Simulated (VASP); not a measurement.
A cell of Ti (hcp) near equilibrium:

```
Ti
1.0
    1.44487    -2.50259     0.00000
    1.44487     2.50259     0.00000
    0.00000     0.00000     4.58500
Ti
2
Direct
  0.33333   0.66667   0.25000
  0.66667   0.33333   0.75000
```

The numbers are results of PBEsol GGA, VASP's PBE PAW potentials (set 64) (plane waves; VASP), not measurements.

```csv
run,ΔE (meV/atom),σxx,σyy,σzz,"largest shear component, with its sign (GPa)",largest force (eV/Å)
as it is,0.0,0.71,0.71,0.44,0.00,0.000
after one change,58.6,14.50,8.08,13.53,0.00,0.103
```
Stress is in GPa, positive when the cell is compressed.

Q: Name the change that produced these shifts.
(A) atom 1 (Ti) moved by 0.100 Å along x
(B) atom 2 (Ti) moved by -0.050 Å along x
(C) atom 1 (Ti) moved by -0.100 Å along z
(D) biaxial strain of -4.0 % in the xz plane

A: D, biaxial strain of -4.0 % in the xz plane

The compound is Ti in the hcp structure.
